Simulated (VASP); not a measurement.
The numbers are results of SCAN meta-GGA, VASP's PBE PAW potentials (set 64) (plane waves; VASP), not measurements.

Input for VASP

KPOINTS:
```
Automatic mesh
0
Gamma
10 10 10
0 0 0
```

**POSCAR**
```
LiH
1.0
  0.0000000000   1.9912332648   1.9912332648
  1.9912332648   0.0000000000   1.9912332648
  1.9912332648   1.9912332648   0.0000000000
Li H
1 1
Direct
  0.0000000000   0.0000000000   0.0000000000
  0.5000000000   0.5000000000   0.5000000000
```

**INCAR**
```
! general
SYSTEM   =  LiH
PREC     =  Accurate
ENCUT    =  520
LREAL    =  F   ! projection in real space or not
LASPH    =  T

! electronic loop
EDIFF    =  1E-6   ! SCF stop (eV)
NELM     =  100
ALGO     =  Normal   ! blocked Davidson
LMIXTAU  =  T

! smearing
ISMEAR   =  0   ! Gaussian
SIGMA    =  0.05   ! width (eV)

! functional
METAGGA  =  SCAN

! ions
IBRION   =  2   ! conjugate gradients
NSW      =  60
ISIF     =  3   ! ions, shape and volume
EDIFFG   =  -0.01

! output
LWAVE    =  F
LCHARG   =  F
```

POTCAR, in this order: Li_sv H (PBE.64 set). Program: vasp_std.

**Question.** What does the run give for the energy per atom (σ→0), band gap (on the k-mesh)?

**Answer.** 
```yaml
energy per atom (σ→0): -330.5 kJ/mol-atom
band gap (on the k-mesh): 3.54 eV
```

### OSZICAR
```
...
DAV:  12    -0.685006240399E+01    0.33586E-03   -0.10008E-04   570   0.134E-01    0.189E-02
DAV:  13    -0.685038401206E+01   -0.32161E-03   -0.18272E-04   588   0.133E-01    0.352E-03
DAV:  14    -0.685037390762E+01    0.10104E-04   -0.14820E-05   648   0.481E-02    0.507E-03
DAV:  15    -0.685038252029E+01   -0.86127E-05   -0.36421E-06   588   0.169E-02    0.159E-03
DAV:  16    -0.685037096548E+01    0.11555E-04   -0.64159E-07   600   0.102E-02    0.574E-04
DAV:  17    -0.685037471113E+01   -0.37457E-05   -0.40646E-07   576   0.696E-03    0.322E-04
DAV:  18    -0.685037431486E+01    0.39627E-06   -0.12489E-08   288   0.170E-03
   1 F= -.68503743E+01 E0= -.68503743E+01  d E =-.685037E+01
```

The compound is LiH in the rock salt structure. It was relaxed first, which changed the volume by -7 %. The start is the result of an earlier pass.
